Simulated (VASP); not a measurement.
Input for VASP

### INCAR
```
SYSTEM = CdHg3Se4
LWAVE = .FALSE.
ISMEAR = -5   ! tetrahedra, Bloechl
LEFG = .TRUE.
LMAXMIX = 6
NEDOS = 601   ! DOS grid
LASPH = .TRUE.
PREC = Accurate
EDIFF = 1E-7
LCHARG = .TRUE.
NELM = 100   ! most electronic steps
LREAL = .FALSE.
GGA = PS   ! PBEsol
LORBIT = 11   ! lm-projected
ISIF = 2   ! forces and stress, cell fixed
ENCUT = 400
ALGO = Normal   ! blocked Davidson
```

File POSCAR:
```
CdHg3Se4
1
    0.0013316021     6.1295358430     6.1220771175
    6.1295358430     0.0013316021     6.1220771175
    3.0654337225     3.0654337225     0.0000000000
Hg Se Cd
3 4 1
Direct
  0.9998636966   0.9998636966   0.0002726070
  0.9997627809   0.5002351240   0.0000020952
  0.5002351240   0.9997627809   0.0000020952
  0.1249268171   0.1249268171   0.2501463658
  0.1267990170   0.6244928685   0.2487081145
  0.6244928685   0.1267990170   0.2487081145
  0.6236207510   0.6236207510   0.2527584980
  0.5002989450   0.5002989450   0.9994021099
```

KPOINTS:
```
kpoints
0
G
 5 5 10
```

POTCAR, in this order: Hg Se Cd (PBE.64 set). Program: vasp_std.

Question: Write an equivalent input for Ansatz.

Answer: One equivalent input (not run):
Ansatz 0.2 input:
```yaml
crystal:
  lattice:
    - [0.0013316, 6.1295358, 6.1220771]
    - [6.1295358, 0.0013316, 6.1220771]
    - [3.0654337, 3.0654337, 0.0000000]
  atoms:
    - { symbol: Hg, position: [0.9998637, 0.9998637, 0.0002726] }
    - { symbol: Hg, position: [0.9997628, 0.5002351, 0.0000021] }
    - { symbol: Hg, position: [0.5002351, 0.9997628, 0.0000021] }
    - { symbol: Se, position: [0.1249268, 0.1249268, 0.2501464] }
    - { symbol: Se, position: [0.1267990, 0.6244929, 0.2487081] }
    - { symbol: Se, position: [0.6244929, 0.1267990, 0.2487081] }
    - { symbol: Se, position: [0.6236208, 0.6236208, 0.2527585] }
    - { symbol: Cd, position: [0.5002989, 0.5002989, 0.9994021] }
kpoints:
  mp_grid: { grid: [5, 5, 10] }
hamiltonian:
  xc: pbesol
  pseudopotentials: { kind: paw }
scf:
  occupations: { method: tetrahedron }
  max_iter: 100
output: { forces: true, stress: true, eigenvalues: true }
```
Limits of the translation: each code has its own PAW files, so the cut-off isn't converted (ENCUT is set for VASP's; basis.ecutwfc is left out, and Ansatz then takes the one that its files recommend); Ansatz stops its SCF on the density residual and VASP on the energy change (EDIFF); the field gradients of LEFG aren't asked of the other code.

The structure was generated: CdHg3Se4 was put into an ordered model structure (Amm2), which need not be its known phase. It was relaxed first.
